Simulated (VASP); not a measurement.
Runs of VASP 6.6.1 on BN. It takes space group F-43m (No. 216, cubic). Conventional cell: a = 3.628 Å, b = 3.628 Å, c = 3.628 Å, α = 90.00°, β = 90.00°, γ = 90.00°. Around B (site symmetry -43m) lie 4 N at 1.57 Å. N (site symmetry -43m) has 4 B at 1.57 Å as nearest neighbours. 

```tsv
task	cell	gap on the mesh (eV)	pressure (GPa)
single point	a relaxed cell with its volume scaled by 0.97	4.46	(a)
relaxation of cell and atoms	relaxed	4.42	0.0
single point	a relaxed cell with its volume scaled by 1.09	4.33	-27.4
Born charges and dielectric tensor	as given	4.42	-
```

Alike in all rows: level PBE; potentials or basis VASP PAW PBE potentials, release 64 (B, N); no spin polarisation; k mesh 4 × 4 × 4; cutoff (eV) 520; smearing gaussian 0.02 eV; the mesh is coarse, so values aren't converged.

Task: Fill in the values left out.

Result: (a) 12.0.

Caveats: all runs use coarse meshes; the relaxation stopped at its first step, so nothing moved (some runs); so large a pressure means that the cell lies far from this level's equilibrium, or that cutoff or potentials fall short (some runs).

A k mesh can miss the band edges.
